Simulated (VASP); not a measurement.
Given:

```
CELL_PARAMETERS angstrom
     -3.18981     3.18981     3.18981
      3.18981    -3.18981     3.18981
      3.18981     3.18981    -3.18981
ATOMIC_POSITIONS crystal
  Cs 0.00000 0.00000 0.00000
```

These are revPBE GGA, VASP's PBE PAW potentials (set 64) (plane waves; VASP) values and carry that method's errors. Numerical set-up: 520 eV cut-off, 8×8×8 Γ-centred mesh, first-order Methfessel-Paxton smearing of 0.10 eV, potentials Cs_sv.

**Question.** Give the energy at these volumes per atom, relative to the lowest: 121.44, 125.31, 129.19, 133.06, 136.94 Å³.

**Answer.** 3.1, 0.8, 0.0, 0.4, 1.8 meV/atom. A third-order Birch-Murnaghan fit gives B0 = 1.6 GPa and B0′ = 3.3.

Measured: bulk modulus 2.1 GPa at 0 K (computed value off by -21.8 %), as given by H. Levämäki et al., Physical Review B (2014), arXiv:1402.3671 [corrected for temperature and zero-point phonon effects]; a 6.039 Å at 0 K (computed value off by +5.6 %), as given by Gábor I. Csonka et al., Physical Review B (2009), arXiv:0903.4037 [low-temperature or extrapolated to 0 K; zero-point anharmonic expansion removed].

The compound is Cs in the bcc structure. It was relaxed first, which changed the volume by +14 %.
